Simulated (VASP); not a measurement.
Level of theory: TPSS meta-GGA, VASP's PBE PAW potentials (set 64) (plane waves; VASP).

The input files of a VASP run:

**POSCAR**
```
GaAs
1
    0.0000000000     2.8565289963     2.8565289963
    2.8565289963     0.0000000000     2.8565289963
    2.8565289963     2.8565289963     0.0000000000
Ga As
1 1
Direct
  0.0000000000   0.0000000000   0.0000000000
  0.2500000000   0.2500000000   0.2500000000
```

### INCAR
```
ALGO  =  Normal
EDIFF  =  1E-6
EDIFFG  =  -0.01
ENCUT  =  520
IBRION  =  2
ISIF  =  3
ISMEAR  =  0
LASPH  =  .TRUE.
LCHARG  =  .FALSE.
LMAXMIX  =  4
LMIXTAU  =  .TRUE.
LREAL  =  .FALSE.
LWAVE  =  .FALSE.
METAGGA  =  TPSS
NELM  =  100
NSW  =  60
PREC  =  Accurate
SIGMA  =  0.05
SYSTEM  =  GaAs
```

**KPOINTS**
```
Automatic mesh
0
Gamma
7 7 7
0 0 0
```

POTCAR, in this order: Ga_d As (PBE.64 set). Program: vasp_std.

Problem. What will the output report for the number of irreducible k-points (NKPTS), largest plane-wave count, number of space-group operations, FFT grid (NGX, NGY, NGZ)?

Solution. 
```
Item                                          Result
--------------------------------------  ------------
number of irreducible k-points (NKPTS)            20
largest plane-wave count                        1275
number of space-group operations                  24
FFT grid (NGX, NGY, NGZ)                30 × 30 × 30
```

The compound is GaAs in the zinc blende structure. This run relaxes it. Symmetry was kept, so distortions that lower it aren't found. The start is the result of an earlier pass.
